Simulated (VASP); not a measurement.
An input for Ansatz (written as the equivalent of a VASP run, and not itself run):

Ansatz 0.2 input:
```yaml
crystal:
  lattice:
    - [3.9905500, 0.0000000, 0.0000000]
    - [0.0000000, 3.9905500, 0.0000000]
    - [0.0000000, 0.0000000, 7.0265880]
  atoms:
    - { symbol: Ga, position: [0.0000000, 0.5000000, 0.0000000] }
    - { symbol: Ga, position: [0.5000000, 0.0000000, 0.5000000] }
    - { symbol: Sb, position: [0.0000000, 0.0000000, 0.2500000] }
    - { symbol: Sb, position: [0.0000000, 0.0000000, 0.7500000] }
kpoints:
  mp_grid: { grid: [1, 1, 1] }
hamiltonian:
  xc: pbe
  pseudopotentials: { kind: paw }
scf:
  occupations: { method: gaussian, width: 0.05 }
  max_iter: 100
output: { forces: true, stress: true, eigenvalues: true }
```

### Question
Write the VASP files for the same calculation (PBE).

### Answer
Several could match; the one computed here: 
### KPOINTS
```
Automatic mesh
0
Gamma
1 1 1
0 0 0
```

### INCAR
```
ALGO  =  Normal
EDIFF  =  1E-6
ENCUT  =  400
GGA  =  PE
ISIF  =  2
ISMEAR  =  0
LASPH  =  .TRUE.
LCHARG  =  .FALSE.
LMAXMIX  =  4
LREAL  =  .FALSE.
LWAVE  =  .FALSE.
NELM  =  100
PREC  =  Accurate
SIGMA  =  0.05
SYSTEM  =  GaSb
```

**POSCAR**
```
GaSb
1
    3.9905500000     0.0000000000     0.0000000000
    0.0000000000     3.9905500000     0.0000000000
    0.0000000000     0.0000000000     7.0265880000
Ga Sb
2 2
Direct
  0.0000000000   0.5000000000   0.0000000000
  0.5000000000   0.0000000000   0.5000000000
  0.0000000000   0.0000000000   0.2500000000
  0.0000000000   0.0000000000   0.7500000000
```

POTCAR, in this order: Ga_d Sb (PBE.64 set). Program: vasp_std.

What does not carry over: each code has its own PAW files, so the cut-off isn't converted (ENCUT is set for VASP's; basis.ecutwfc is left out, and Ansatz then takes the one that its files recommend); Ansatz stops its SCF on the density residual and VASP on the energy change (EDIFF).

The structure was generated: GaSb was put into the PtS type (P4_2/mmc), which need not be its known phase. The cell was not relaxed at this level. The k-mesh is coarse (spacing up to 1.57 per Å, 2π included), so the numbers may not be converged in it.
